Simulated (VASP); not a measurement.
Input:

```yaml
crystal:
  lattice:
    - [0.00000, 2.50727, 2.50727]
    - [2.50727, 0.00000, 2.50727]
    - [2.50727, 2.50727, 0.00000]
  atoms:
    - { symbol: Li, position: [0.00000, 0.00000, 0.00000] }
    - { symbol: Cl, position: [0.50000, 0.50000, 0.50000] }
```

Level of theory: revTPSS meta-GGA, VASP's PBE PAW potentials (set 64) (plane waves; VASP). Run with 520 eV cut-off, 9×9×9 Γ-centred mesh, Gaussian smearing of 0.050 eV, potentials Li_sv Cl.

Task: Estimate the energy per atom (σ→0), pressure, band gap (on the k-mesh) with the smallest direct gap where there is one.

Result: 
```
Quantity                                     Result
-----------------------------------  --------------
band gap (on the k-mesh)                    6.99 eV
smallest direct gap (on the k-mesh)         6.99 eV
energy per atom (σ→0)                -4.629 eV/atom
pressure                                   1.28 GPa
```

The compound is LiCl in the rock salt structure. This cell is one point of a volume scan, at 0.97 of the reference volume.
